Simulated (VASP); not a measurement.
```yaml
crystal:
  lattice:
    - [0.00000, 3.10080, 3.10080]
    - [3.10080, 0.00000, 3.10080]
    - [3.10080, 3.10080, 0.00000]
  atoms:
    - { symbol: Sr, position: [0.00000, 0.00000, 0.00000] }
```

The base run (VASP): PBE GGA, plane waves, VASP's PBE PAW potentials (set 64). Settings: 400 eV cut-off, 9×9×9 Γ-centred mesh, first-order Methfessel-Paxton smearing of 0.10 eV, potentials Sr_sv.

One setting is varied; ΔE counts from the most expensive setting. The base run took about 7 core-seconds. Costs are core time on shared hosts, one run each; read them as rough ratios.

The pressure holds a Pulay error that falls with the cut-off, as the column shows.

```tsv
setting	cost over the base run	electronic steps	ΔE (meV/atom)	pressure (GPa)
ENCUT = 150	about 1/2	12	-163.1	-6.66
ENCUT = 225	within a factor of 2	11	0.2	-1.11
ENCUT = 500	within a factor of 2	11	0.1	-0.89
ENCUT = 475	within a factor of 2	11	0.3	-0.89
base run	reference	11	1.0	-0.90
ENCUT = 550	within a factor of 2	11	0.0	-0.88
ENCUT = 700	about 2 times	11	0.0	-0.88
```

Left out are runs that failed, have no time on record or changed the cell.

The compound is Sr in the fcc structure. The cell was not relaxed at this level.
